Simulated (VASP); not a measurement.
Runs of VASP 6.6.1 on HfIn4SiO6. Symmetry: C2/m, No. 12, monoclinic system. The conventional cell has a = 4.828 Å, b = 16.259 Å, c = 4.833 Å, α = 90.00°, β = 101.89°, γ = 90.00°. Around Hf (site symmetry 2/m) lie 6 O at 2.03 to 2.13 Å. In (site symmetry 2) has 2 O at 2.31 Å as nearest neighbours. In (site symmetry 2) has 2 O at 2.30 Å as nearest neighbours. Si (site symmetry 2/m) is surrounded by 6 O at 1.72 to 1.89 Å. O (site symmetry m) has 1 Si at 1.72 Å as nearest neighbours. O (site symmetry 1) has 1 Si at 1.89 Å and 1 Hf at 2.13 Å as nearest neighbours. The cell was built by a generator and needn't be a form met in nature.

```csv
task,level,cell,cutoff (eV),gap on the mesh (eV),pressure (GPa),relaxed volume (Å³/atom),largest force (eV/Å)
relaxation of cell and atoms,PBE,relaxed,600,(a),0.0,15.38,-
band structure,PBEsol,"C2/m, 14.32 Å³/atom",520,0.16,0.1,-,0.01
relaxation of cell and atoms,PBEsol,relaxed,600,0.16,0.0,14.32,-
band structure,PBE,"C2/m, 15.38 Å³/atom",520,-,0.1,-,0.01
```

Alike in all rows: potentials or basis VASP PAW PBE potentials, release 64 (Hf_pv, In_d, Si, O); no spin polarisation; k mesh 6 × 6 × 6; smearing fermi-dirac 0.05 eV.

Q: Estimate the missing entries.

A: (a) none.

Caveats: spin-orbit coupling is left out, which moves the levels of the heavy elements (some runs); the PAW data sets were made with another functional, which shifts forces and pressure a little (some runs).

A k mesh can miss the band edges, and the runs leave out spin-orbit coupling on Hf, In.
